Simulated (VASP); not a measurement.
Calculation: PBEsol GGA, VASP's PBE PAW potentials (set 64) (plane waves; VASP).

The input files of a VASP run:

File KPOINTS:
```
kpoints
0
G
13 13 13
0 0 0
```

File POSCAR:
```
Ta
1
   -2.5936410000     2.5936410000     1.4151210000
    2.5936410000    -2.5936410000     1.4151210000
    2.5936410000     2.5936410000    -1.4151210000
Ta
2
Direct
  0.7500000000   0.2500000000   0.5000000000
  0.0000000000   0.0000000000   0.0000000000
```

INCAR:
```
# general
SYSTEM  = Ta
PREC    = Accurate
ENCUT   = 400
LREAL   = .FALSE.
LASPH   = .TRUE.

# electronic loop
EDIFF   = 1E-6
NELM    = 100
ALGO    = Normal
LMAXMIX = 6

# smearing
ISMEAR  = 1
SIGMA   = 0.1

# functional
GGA     = PS

# ions
IBRION  = 2
NSW     = 60
ISIF    = 3
EDIFFG  = -0.01

# output
LWAVE   = .FALSE.
LCHARG  = .FALSE.
```

POTCAR, in this order: Ta_pv (PBE.64 set). Program: vasp_std.

What VASP printed:

**OSZICAR**
```
       N       E                     dE             d eps       ncg     rms          rms(c)
DAV:   1     0.145176338279E+03    0.14518E+03   -0.11251E+04  5888   0.124E+03
DAV:   2    -0.209204726037E+02   -0.16610E+03   -0.16451E+03  7231   0.355E+02
DAV:   3    -0.242886919509E+02   -0.33682E+01   -0.33204E+01  7721   0.496E+01
DAV:   4    -0.243157806107E+02   -0.27089E-01   -0.27004E-01  6703   0.461E+00
DAV:   5    -0.243161714870E+02   -0.39088E-03   -0.39065E-03  8034   0.421E-01    0.186E+01
DAV:   6    -0.237005298416E+02    0.61564E+00   -0.77769E-01  6580   0.821E+00    0.922E+00
DAV:   7    -0.235249025786E+02    0.17563E+00   -0.61593E-01  7231   0.698E+00    0.641E-01
DAV:   8    -0.235211575153E+02    0.37451E-02   -0.17106E-02  7000   0.123E+00    0.106E-01
DAV:   9    -0.235210612000E+02    0.96315E-04   -0.44524E-04  7630   0.212E-01    0.420E-02
DAV:  10    -0.235210581695E+02    0.30306E-05   -0.27714E-05  7338   0.494E-02    0.748E-03
DAV:  11    -0.235210580274E+02    0.14204E-06   -0.21934E-06  5642   0.143E-02
   1 F= -.23521058E+02 E0= -.23520853E+02  d E =-.235211E+02
       N       E                     dE             d eps       ncg     rms          rms(c)
DAV:   1    -0.236527820076E+02   -0.13172E+00   -0.51213E+00  5880   0.204E+01    0.203E+00
DAV:   2    -0.235568842657E+02    0.95898E-01   -0.15293E-01  7231   0.341E+00    0.935E-01
DAV:   3    -0.235282800606E+02    0.28604E-01   -0.93136E-02  7378   0.239E+00    0.385E-01
DAV:   4    -0.235284571002E+02   -0.17704E-03   -0.30448E-03  6580   0.470E-01    0.291E-01
DAV:   5    -0.235285188214E+02   -0.61721E-04   -0.25365E-04  7439   0.976E-02    0.361E-02
DAV:   6    -0.235285016534E+02    0.17168E-04   -0.68610E-05  7147   0.669E-02    0.112E-02
DAV:   7    -0.235285017455E+02   -0.92086E-07   -0.22654E-06  5764   0.136E-02
   2 F= -.23528502E+02 E0= -.23528106E+02  d E =-.744372E-02
       N       E                     dE             d eps       ncg     rms          rms(c)
DAV:   1    -0.235389180015E+02   -0.10416E-01   -0.37516E-01  5887   0.559E+00    0.554E-01
DAV:   2    -0.235317576133E+02    0.71604E-02   -0.11306E-02  7273   0.954E-01    0.252E-01
DAV:   3    -0.235297279343E+02    0.20297E-02   -0.65873E-03  7407   0.643E-01    0.100E-01
DAV:   4    -0.235297406054E+02   -0.12671E-04   -0.20333E-04  6566   0.122E-01    0.818E-02
DAV:   5    -0.235297420285E+02   -0.14231E-05   -0.14676E-05  7596   0.226E-02    0.140E-02
DAV:   6    -0.235297406041E+02    0.14244E-05   -0.46185E-06  6489   0.174E-02    0.591E-03
DAV:   7    -0.235297405077E+02    0.96346E-07   -0.18454E-07  3346   0.462E-03
   3 F= -.23529741E+02 E0= -.23529380E+02  d E =-.868248E-02
       N       E                     dE             d eps       ncg     rms          rms(c)
DAV:   1    -0.235700662491E+02   -0.40326E-01   -0.14786E+00  5880   0.132E+01    0.146E+00
DAV:   2    -0.235376731126E+02    0.32393E-01   -0.57563E-02  6720   0.238E+00    0.581E-01
DAV:   3    -0.235291379659E+02    0.85351E-02   -0.31176E-02  7472   0.161E+00    0.248E-01
DAV:   4    -0.235292531320E+02   -0.11517E-03   -0.76261E-04  6671   0.239E-01    0.127E-01
DAV:   5    -0.235292728394E+02   -0.19707E-04   -0.17698E-04  7707   0.111E-01    0.309E-02
DAV:   6    -0.235292721003E+02    0.73905E-06   -0.11976E-05  6755   0.297E-02    0.767E-03
DAV:   7    -0.235292720037E+02    0.96598E-07   -0.42396E-07  3733   0.486E-03
   4 F= -.23529272E+02 E0= -.23528850E+02  d E =0.468504E-03
       N       E                     dE             d eps       ncg     rms          rms(c)
DAV:   1    -0.235430020595E+02   -0.13730E-01   -0.43587E-01  5880   0.712E+00    0.802E-01
DAV:   2    -0.235333433259E+02    0.96587E-02   -0.17205E-02  6713   0.130E+00    0.316E-01
DAV:   3    -0.235308178191E+02    0.25255E-02   -0.90276E-03  7466   0.874E-01    0.136E-01
DAV:   4    -0.235308577445E+02   -0.39925E-04   -0.21742E-04  6664   0.129E-01    0.668E-02
DAV:   5    -0.235308677631E+02   -0.10019E-04   -0.50990E-05  7664   0.607E-02    0.162E-02
DAV:   6    -0.235308683212E+02   -0.55807E-06   -0.34889E-06  6194   0.161E-02
   5 F= -.23530868E+02 E0= -.23530458E+02  d E =-.112781E-02
```

**OUTCAR**
```
------------------------ aborting loop because EDIFF is reached ----------------------------------------
  FORCE on cell =-STRESS in cart. coord.  units (eV):
  Direction    XX          YY          ZZ          XY          YZ          ZX
  --------------------------------------------------------------------------------------
  Total       -0.0041800     -0.0041800     -0.0057357      0.0000000      0.0000000      0.0000000
  in kB       -0.1765517     -0.1765517     -0.2422557      0.0000000      0.0000000      0.0000000
  external PRESSURE =      -0.1984530 kB  Pullay stress =       0.0000000 kB
  volume of cell :       37.93
      direct lattice vectors                 reciprocal lattice vectors
    -2.611842299  2.611842299  1.390163315     0.000000000  0.191435754  0.359669972
     2.611842299 -2.611842299  1.390163315     0.191435754  0.000000000  0.359669972
     2.611842299  2.611842299 -1.390163315     0.191435754  0.191435754  0.000000000
 POSITION                                       TOTAL-FORCE (eV/Angst)
 -----------------------------------------------------------------------------------
      0.00000      2.61184      0.69508         0.000000      0.000000     -0.000000
      0.00000      0.00000      0.00000        -0.000000     -0.000000      0.000000
 -----------------------------------------------------------------------------------
    total drift:                               -0.000000      0.000000      0.000000
  FREE ENERGIE OF THE ION-ELECTRON SYSTEM (eV)
  ---------------------------------------------------
  free  energy   TOTEN  =       -23.5308683212 eV

  energy  without entropy=      -23.5296364350  energy(sigma->0) =      -23.53045769

 reached required accuracy - stopping structural energy minimisation
```
(Selected blocks of OUTCAR.)

**CONTCAR**
```
Ta
   1.00000000000000
    -2.6118422990802737    2.6118422990802737    1.3901633146021677
     2.6118422990802737   -2.6118422990802737    1.3901633146021677
     2.6118422990802737    2.6118422990802737   -1.3901633146021677
  Ta
     2
Direct
     0.7500000000000000    0.2500000000000000    0.5000000000000000
     0.0000000000000000    0.0000000000000000    0.0000000000000000
```

The structure was generated: Ta was put into the beta-Sn type (I4_1/amd), which need not be its known phase. This run relaxes it. Symmetry was kept, so distortions that lower it aren't found.
